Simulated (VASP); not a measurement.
An input for Ansatz (written as the equivalent of a VASP run, and not itself run):

Ansatz 0.2 input:
```yaml
crystal:
  lattice:
    - [0.0000000, 2.9700000, 2.9700000]
    - [2.9700000, 0.0000000, 2.9700000]
    - [2.9700000, 2.9700000, 0.0000000]
  atoms:
    - { symbol: Pb, position: [0.0000000, 0.0000000, 0.0000000] }
    - { symbol: S, position: [0.5000000, 0.5000000, 0.5000000] }
kpoints:
  mp_grid: { grid: [7, 7, 7] }
hamiltonian:
  xc: pbesol
  pseudopotentials: { kind: paw }
scf:
  occupations: { method: gaussian, width: 0.05 }
  max_iter: 100
relax:
  max_steps: 60
  f_tol: 0.01
  cell: {}
output: { forces: true, stress: true, eigenvalues: true }
```

**Question.** Write the VASP files for the same calculation (PBEsol).

**Answer.** Several could match; the one computed here: 
**POSCAR**
```
PbS
1.0
  0.0000000000   2.9700000000   2.9700000000
  2.9700000000   0.0000000000   2.9700000000
  2.9700000000   2.9700000000   0.0000000000
Pb S
1 1
Cartesian
  0.0000000000   0.0000000000   0.0000000000
  2.9700000000   2.9700000000   2.9700000000
```

### KPOINTS
```
Automatic mesh
0
gamma
  7 7 7
0 0 0
```

### INCAR
```
ALGO = Normal
EDIFF = 1E-6
EDIFFG = -0.01
ENCUT = 480
GGA = PS
IBRION = 2
ISIF = 3
ISMEAR = 0
LASPH = .TRUE.
LCHARG = .FALSE.
LMAXMIX = 4
LREAL = .FALSE.
LWAVE = .FALSE.
NELM = 100
NSW = 60
PREC = Accurate
SIGMA = 0.05
SYSTEM = PbS
```

POTCAR, in this order: Pb_d S (PBE.64 set). Program: vasp_std.

What does not carry over: each code has its own PAW files, so the cut-off isn't converted (ENCUT is set for VASP's; basis.ecutwfc is left out, and Ansatz then takes the one that its files recommend); Ansatz stops its SCF on the density residual and VASP on the energy change (EDIFF).

The compound is PbS in the rock salt structure. This run relaxes it. Symmetry was kept, so distortions that lower it aren't found.
